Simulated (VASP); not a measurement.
Level of theory: modified Becke-Johnson potential (mBJ), VASP's PBE PAW potentials (set 64) (plane waves; VASP).

VASP input:

**KPOINTS**
```
K-points
0
G
4 4 4
0 0 0
```

### INCAR
```
SYSTEM = CsBr
PREC = Accurate; ENCUT = 520; LREAL = .False.
LASPH = .True.
EDIFF = 1E-6; NELM = 200; ALGO = Normal
LMAXMIX = 4; LMIXTAU = .True.
ISMEAR = 0; SIGMA = 0.05
METAGGA = MBJ
ISIF = 0
LWAVE = .False.; LCHARG = .False.
```

POSCAR:
```
CsBr
1
    4.3908082423     0.0000000000     0.0000000000
    0.0000000000     4.3908082423     0.0000000000
    0.0000000000     0.0000000000     4.3908082423
Cs Br
1 1
Direct
  0.0000000000   0.0000000000   0.0000000000
  0.5000000000   0.5000000000   0.5000000000
```

**KPOINTS_OPT**
```
k-points along high-symmetry lines
11
Line-mode
Reciprocal
  0.000000   0.000000   0.000000 ! GAMMA
  0.000000   0.500000   0.000000 ! X

  0.000000   0.500000   0.000000 ! X
  0.500000   0.500000   0.000000 ! M

  0.500000   0.500000   0.000000 ! M
  0.000000   0.000000   0.000000 ! GAMMA

  0.000000   0.000000   0.000000 ! GAMMA
  0.500000   0.500000   0.500000 ! R

  0.500000   0.500000   0.500000 ! R
  0.000000   0.500000   0.000000 ! X

  0.500000   0.500000   0.500000 ! R
  0.500000   0.500000   0.000000 ! M
```

POTCAR, in this order: Cs_sv Br (PBE.64 set). Program: vasp_std. Read from the step before: WAVECAR.

What VASP printed:

File OUTCAR:
```
 ion  position               nearest neighbor table
   1  0.000  0.000  0.000-
   2  0.500  0.500  0.500-
  LATTYP: Found a simple cubic cell.
 ALAT       =     4.3908082423
 Subroutine PRICEL returns:
 Original cell was already a primitive cell.
 Subroutine GETGRP returns: Found 48 space group operations
The static configuration has the point symmetry O_h .
The dynamic configuration has the point symmetry O_h .
 Subroutine INISYM returns: Found 48 space group operations
 Subroutine IBZKPT returns following result:
 Found     10 irreducible k-points:

 Following reciprocal coordinates:
            Coordinates               Weight
  0.000000  0.000000  0.000000      1.000000
  0.250000  0.000000  0.000000      6.000000
  0.500000  0.000000  0.000000      3.000000
  0.250000  0.250000  0.000000     12.000000
  0.500000  0.250000  0.000000     12.000000
  0.500000  0.500000  0.000000      3.000000
  0.250000  0.250000  0.250000      8.000000
  0.500000  0.250000  0.250000     12.000000
  0.500000  0.500000  0.250000      6.000000
...
```

OSZICAR:
```
...
DAV: 119     0.507218446763E+03   -0.31472E+01   -0.40854E+01   244   0.754E+01    0.409E+01
DAV: 120     0.510560259956E+03    0.33418E+01   -0.31058E+01   244   0.603E+01    0.451E+01
DAV: 121     0.510440661067E+03   -0.11960E+00   -0.13087E+00   252   0.120E+01    0.319E+01
DAV: 122     0.510551473110E+03    0.11081E+00   -0.17741E-01   240   0.408E+00    0.335E+01
DAV: 123     0.510521749683E+03   -0.29723E-01   -0.73711E-02   248   0.300E+00    0.337E+01
DAV: 124     0.510277769793E+03   -0.24398E+00   -0.19131E-01   244   0.474E+00    0.268E+01
DAV: 125     0.509866750545E+03   -0.41102E+00   -0.12653E-01   240   0.377E+00    0.189E+01
DAV: 126     0.509654657371E+03   -0.21209E+00   -0.17145E-02   256   0.151E+00    0.154E+01
DAV: 127     0.509594824414E+03   -0.59833E-01   -0.19310E-02   240   0.150E+00    0.123E+01
DAV: 128     0.504074035639E+03   -0.55208E+01   -0.36663E+01   248   0.711E+01    0.559E+01
DAV: 129     0.509089360035E+03    0.50153E+01   -0.13894E+01   256   0.373E+01    0.851E+00
DAV: 130     0.511010524240E+03    0.19212E+01   -0.21293E+01   244   0.448E+01    0.453E+01
DAV: 131     0.510134324460E+03   -0.87620E+00   -0.39688E+00   248   0.205E+01    0.191E+01
DAV: 132     0.510105558455E+03   -0.28766E-01   -0.57402E-01   248   0.796E+00    0.183E+01
DAV: 133     0.501292908378E+03   -0.88127E+01   -0.61858E+01   248   0.937E+01    0.557E+01
DAV: 134     0.508810167603E+03    0.75173E+01   -0.25444E+01   252   0.483E+01    0.119E+01
DAV: 135     0.510009494206E+03    0.11993E+01   -0.49443E-01   248   0.729E+00    0.827E+00
DAV: 136     0.511258027133E+03    0.12485E+01   -0.20438E+01   244   0.451E+01    0.434E+01
DAV: 137     0.507187523425E+03   -0.40705E+01   -0.31684E+01   244   0.657E+01    0.394E+01
DAV: 138     0.511093312693E+03    0.39058E+01   -0.31289E+01   280   0.773E+01    0.397E+01
DAV: 139     0.506351812682E+03   -0.47415E+01   -0.34770E+01   240   0.717E+01    0.480E+01
DAV: 140     0.508541788342E+03    0.21900E+01   -0.16471E+00   252   0.153E+01    0.180E+01
DAV: 141     0.509438973003E+03    0.89718E+00   -0.22099E-01   264   0.575E+00    0.148E+01
DAV: 142     0.509844404690E+03    0.40543E+00   -0.11853E-01   256   0.479E+00    0.941E+00
DAV: 143     0.510088158083E+03    0.24375E+00   -0.51472E-02   256   0.318E+00    0.761E+00
DAV: 144     0.509990267913E+03   -0.97890E-01   -0.70187E-02   240   0.314E+00    0.852E+00
DAV: 145     0.510013304728E+03    0.23037E-01   -0.38119E-03   272   0.748E-01    0.800E+00
DAV: 146     0.509971586728E+03   -0.41718E-01   -0.98265E-02   240   0.406E+00    0.873E+00
DAV: 147     0.508095256988E+03   -0.18763E+01   -0.49722E+00   248   0.271E+01    0.600E+01
DAV: 148     0.509044480238E+03    0.94922E+00   -0.10192E+01   240   0.371E+01    0.746E+01
DAV: 149     0.511890866660E+03    0.28464E+01   -0.12520E+01   240   0.353E+01    0.266E+01
DAV: 150     0.245109543919E+03   -0.26678E+03   -0.22618E+03   352   0.598E+02    0.418E+01
DAV: 151     0.467460647590E+03    0.22235E+03   -0.41670E+02   316   0.141E+02    0.182E+01
DAV: 152     0.501725639378E+03    0.34265E+02   -0.95534E+01   316   0.123E+02    0.106E+02
DAV: 153     0.509173657233E+03    0.74480E+01   -0.82395E+01   252   0.980E+01    0.645E+01
DAV: 154     0.505487612085E+03   -0.36860E+01   -0.53646E+00   240   0.252E+01    0.669E+01
DAV: 155     0.500750300846E+03   -0.47373E+01   -0.68923E+00   244   0.254E+01    0.609E+01
DAV: 156     0.503286604984E+03    0.25363E+01   -0.18170E+00   256   0.121E+01    0.613E+01
DAV: 157     0.504320652219E+03    0.10340E+01   -0.54692E-01   240   0.885E+00    0.637E+01
DAV: 158     0.505527909658E+03    0.12073E+01   -0.87938E-01   248   0.119E+01    0.452E+01
DAV: 159     0.507055221820E+03    0.15273E+01   -0.12332E+00   264   0.129E+01    0.372E+01
DAV: 160     0.508685587002E+03    0.16304E+01   -0.14689E+00   248   0.127E+01    0.268E+01
DAV: 161     0.509258613996E+03    0.57303E+00   -0.16496E-01   268   0.482E+00    0.211E+01
DAV: 162     0.509417669149E+03    0.15906E+00   -0.49632E-02   240   0.278E+00    0.204E+01
DAV: 163     0.509609256772E+03    0.19159E+00   -0.35343E-01   240   0.671E+00    0.170E+01
DAV: 164     0.509560297215E+03   -0.48960E-01   -0.95889E-02   260   0.325E+00    0.171E+01
DAV: 165     0.511189116934E+03    0.16288E+01   -0.23072E+01   244   0.495E+01    0.391E+01
DAV: 166     0.510228334654E+03   -0.96078E+00   -0.21751E-01   276   0.381E+00    0.244E+01
DAV: 167     0.509683162429E+03   -0.54517E+00   -0.44154E-01   248   0.745E+00    0.131E+01
DAV: 168     0.509314998123E+03   -0.36816E+00   -0.12009E-01   248   0.357E+00    0.884E+00
DAV: 169     0.509055800016E+03   -0.25920E+00   -0.28018E-02   252   0.200E+00    0.565E+00
DAV: 170     0.508855461830E+03   -0.20034E+00   -0.15542E-01   240   0.412E+00    0.490E+00
DAV: 171     0.508750230503E+03   -0.10523E+00   -0.11020E-01   248   0.331E+00    0.527E+00
DAV: 172     0.508704279760E+03   -0.45951E-01   -0.13172E-02   256   0.119E+00    0.503E+00
DAV: 173     0.508534231590E+03   -0.17005E+00   -0.11758E-02   248   0.134E+00    0.289E+00
DAV: 174     0.508475739581E+03   -0.58492E-01   -0.43800E-03   244   0.776E-01    0.237E+00
DAV: 175     0.508411851427E+03   -0.63888E-01   -0.14956E-03   248   0.465E-01    0.234E+00
DAV: 176     0.508378571062E+03   -0.33280E-01   -0.41313E-03   240   0.630E-01    0.227E+00
DAV: 177     0.508380200052E+03    0.16290E-02   -0.14913E-03   252   0.497E-01    0.228E+00
DAV: 178     0.508382398114E+03    0.21981E-02   -0.48765E-05   264   0.665E-02    0.228E+00
DAV: 179     0.508378177779E+03   -0.42203E-02   -0.55271E-05   248   0.986E-02    0.228E+00
DAV: 180     0.508346363852E+03   -0.31814E-01   -0.20534E-02   240   0.138E+00    0.258E+00
DAV: 181     0.508363896093E+03    0.17532E-01   -0.44225E-04   240   0.217E-01    0.269E+00
DAV: 182     0.508481928747E+03    0.11803E+00   -0.14308E-03   240   0.433E-01    0.430E+00
DAV: 183     0.508496469254E+03    0.14541E-01   -0.10075E-03   244   0.384E-01    0.472E+00
DAV: 184     0.508523782399E+03    0.27313E-01   -0.27060E-04   268   0.147E-01    0.527E+00
DAV: 185     0.508548610133E+03    0.24828E-01   -0.53101E-04   240   0.240E-01    0.563E+00
DAV: 186     0.508588459597E+03    0.39849E-01   -0.14378E-03   264   0.353E-01    0.613E+00
DAV: 187     0.508600241094E+03    0.11781E-01   -0.10938E-03   240   0.336E-01    0.604E+00
DAV: 188     0.508603055627E+03    0.28145E-02   -0.44920E-05   284   0.668E-02    0.602E+00
DAV: 189     0.508649939430E+03    0.46884E-01   -0.17707E-02   240   0.121E+00    0.552E+00
DAV: 190     0.508655229309E+03    0.52899E-02   -0.32467E-03   240   0.551E-01    0.510E+00
DAV: 191     0.508695225859E+03    0.39997E-01   -0.73323E-03   240   0.863E-01    0.512E+00
DAV: 192     0.508361633802E+03   -0.33359E+00   -0.31948E-01   240   0.494E+00    0.520E+00
DAV: 193     0.508441871822E+03    0.80238E-01   -0.48364E-03   252   0.725E-01    0.586E+00
DAV: 194     0.508376957248E+03   -0.64915E-01   -0.13277E-03   248   0.406E-01    0.456E+00
DAV: 195     0.508392574150E+03    0.15617E-01   -0.72255E-04   244   0.312E-01    0.466E+00
DAV: 196     0.508370973387E+03   -0.21601E-01   -0.27267E-03   248   0.595E-01    0.364E+00
DAV: 197     0.508174549747E+03   -0.19642E+00   -0.94708E-01   240   0.100E+01    0.220E+01
DAV: 198     0.503744772979E+03   -0.44298E+01   -0.28545E+01   248   0.623E+01    0.859E+01
DAV: 199     0.507052776644E+03    0.33080E+01   -0.49080E+00   256   0.253E+01    0.439E+01
DAV: 200     0.508905292451E+03    0.18525E+01   -0.19653E+01   244   0.457E+01
   1 F= 0.50890529E+03 E0= 0.50890529E+03  d E =-.267293E-14
       N       E                     dE             ncg
       N       E                     dE             ncg
       N       E                     dE             ncg
       N       E                     dE             ncg
       N       E                     dE             ncg
       N       E                     dE             ncg
       N       E                     dE             ncg
```

### OUTCAR
```
------------------------ aborting loop EDIFF was not reached (unconverged)  ----------------------------
  volume of cell :       84.65
      direct lattice vectors                 reciprocal lattice vectors
     4.390808242  0.000000000  0.000000000     0.227748502  0.000000000  0.000000000
     0.000000000  4.390808242  0.000000000     0.000000000  0.227748502  0.000000000
     0.000000000  0.000000000  4.390808242     0.000000000  0.000000000  0.227748502
 POSITION                                       TOTAL-FORCE (eV/Angst)
 -----------------------------------------------------------------------------------
      0.00000      0.00000      0.00000         0.000000      0.000000      0.000000
      2.19540      2.19540      2.19540         0.000000      0.000000      0.000000
 -----------------------------------------------------------------------------------
    total drift:                               -0.000000      0.000000      0.000000
  FREE ENERGIE OF THE ION-ELECTRON SYSTEM (eV)
  ---------------------------------------------------
  free  energy   TOTEN  =       508.9052924505 eV

  energy  without entropy=      508.9052924505  energy(sigma->0) =      508.90529245

     CMBJ =    1.0000

     CMBJA=   -0.0120

     CMBJB=    1.0230

     CMBJE=    0.5000

    CMBJ =    1.3401
```
(Selected blocks of OUTCAR.)

### stdout
```
...
DAV: 196     0.508370973387E+03   -0.21601E-01   -0.27267E-03   248   0.595E-01    0.364E+00
DAV: 197     0.508174549747E+03   -0.19642E+00   -0.94708E-01   240   0.100E+01    0.220E+01
DAV: 198     0.503744772979E+03   -0.44298E+01   -0.28545E+01   248   0.623E+01    0.859E+01
DAV: 199     0.507052776644E+03    0.33080E+01   -0.49080E+00   256   0.253E+01    0.439E+01
DAV: 200     0.508905292451E+03    0.18525E+01   -0.19653E+01   244   0.457E+01

 -----------------------------------------------------------------------------
|                                                                             |
|           W    W    AA    RRRRR   N    N  II  N    N   GGGG   !!!           |
|           W    W   A  A   R    R  NN   N  II  NN   N  G    G  !!!           |
|           W    W  A    A  R    R  N N  N  II  N N  N  G       !!!           |
|           W WW W  AAAAAA  RRRRR   N  N N  II  N  N N  G  GGG   !            |
|           WW  WW  A    A  R   R   N   NN  II  N   NN  G    G                |
|           W    W  A    A  R    R  N    N  II  N    N   GGGG   !!!           |
|                                                                             |
|     The electronic self-consistency was not achieved in the given           |
|     number of steps (NELM). The forces and other quantities evaluated       |
|     might not be reliable so examine the results carefully. If you find     |
|     spurious results, we suggest increasing NELM, if you were close to      |
|     convergence or switching to a different ALGO or adjusting the           |
|     density mixing parameters otherwise.                                    |
|                                                                             |
 -----------------------------------------------------------------------------

   1 F= 0.50890529E+03 E0= 0.50890529E+03  d E =-.267293E-14
 Start KPOINTS_OPT (optional k-point list driver)
k-point batch [1-10\66]
       N       E                     dE             ncg
k-point batch [11-20\66]
       N       E                     dE             ncg
k-point batch [21-30\66]
       N       E                     dE             ncg
k-point batch [31-40\66]
       N       E                     dE             ncg
k-point batch [41-50\66]
       N       E                     dE             ncg
k-point batch [51-60\66]
       N       E                     dE             ncg
k-point batch [61-66\66]
       N       E                     dE             ncg
```

The run did not converge; its last values are not results.

mBJ is a potential without an energy functional, so only the levels count.

The compound is CsBr in the CsCl type structure. It was relaxed first, which changed the volume by +7 %. The cell's shape comes from a PBE relaxation.
